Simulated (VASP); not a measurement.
Here is the system:

```xyz
2
Lattice="0.0000 3.0388 3.0388 3.0388 0.0000 3.0388 3.0388 3.0388 0.0000" Properties=species:S:1:pos:R:3 pbc="T T T"
Cd     0.0000     0.0000     0.0000
Te     3.0388     3.0388     3.0388
```

Level of theory: r2SCAN meta-GGA with spin-orbit coupling, VASP's PBE PAW potentials (set 64) (plane waves; VASP). Numerical set-up: 400 eV cut-off, 9×9×9 Γ-centred mesh, Gaussian smearing of 0.050 eV, potentials Cd Te.

**Question.** Estimate the energy per atom (σ→0), band gap (over mesh and band path) with the smallest direct gap where there is one.

**Answer.** 
```json
{
  "band gap (over mesh and band path)": "none (metal, semimetal or under 0.01 eV)",
  "energy per atom (σ→0)": "-2239.6 kJ/mol-atom"
}
```

Total energies compare only between runs with the same potentials, cut-off and functional.

The structure comes from a computed database's CdTe entry (Fm-3m); how it stands against other phases isn't given here. It was relaxed first.
